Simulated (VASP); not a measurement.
Here is the system:

```
MgPt5
1.0
    4.81141     0.00000     0.00000
   -2.40571     4.16680     0.00000
    0.00000     0.00000     4.52497
Mg Pt
1 5
Direct
  0.00000   0.00000   0.00000
  0.65901   0.00000   0.50000
  0.34099   0.34099   0.50000
  0.00000   0.65901   0.50000
  0.66667   0.33333   0.00000
  0.33333   0.66667   0.00000
```

Level of theory: PBEsol GGA with spin-orbit coupling, VASP's PBE PAW potentials (set 64) (plane waves; VASP 6.6.1). Numerical set-up: 400 eV cut-off, 7×7×6 Γ-centred mesh, Gaussian smearing of 0.050 eV, potentials Mg Pt.

### Question
Give the energies of bands 47 to 60 at the high-symmetry points, in eV from the Fermi level.

### Answer

| band | Γ | M | K | A | L | H |
|---|---|---|---|---|---|---|
| 47 | -0.57 | -0.81 | -0.82 | -0.69 | -0.49 | -0.62 |
| 48 | -0.57 | -0.81 | -0.82 | -0.69 | -0.49 | -0.62 |
| 49 | -0.47 | -0.46 | -0.66 | -0.26 | -0.25 | -0.39 |
| 50 | -0.47 | -0.46 | -0.66 | -0.26 | -0.25 | -0.39 |
| 51 | -0.25 | 0.09 | -0.37 | -0.05 | -0.08 | -0.15 |
| 52 | -0.25 | 0.09 | -0.37 | -0.05 | -0.08 | -0.15 |
| 53 | 0.08 | 0.33 | -0.34 | 0.01 | 0.25 | -0.01 |
| 54 | 0.08 | 0.33 | -0.34 | 0.01 | 0.25 | -0.01 |
| 55 | 3.21 | 1.08 | 0.36 | 3.99 | 0.34 | 0.28 |
| 56 | 3.21 | 1.08 | 0.36 | 3.99 | 0.34 | 0.28 |
| 57 | 3.56 | 3.10 | 4.67 | 4.56 | 0.51 | 0.41 |
| 58 | 3.56 | 3.10 | 4.67 | 4.56 | 0.51 | 0.41 |
| 59 | 3.81 | 4.79 | 5.75 | 5.37 | 1.38 | 0.49 |
| 60 | 3.81 | 4.79 | 5.76 | 5.37 | 1.38 | 0.49 |

It has no gap at this level: it comes out as a metal or semimetal.

The structure comes from a computed database's MgPt5 entry (P-62m); how it stands against other phases isn't given here. It was relaxed first.
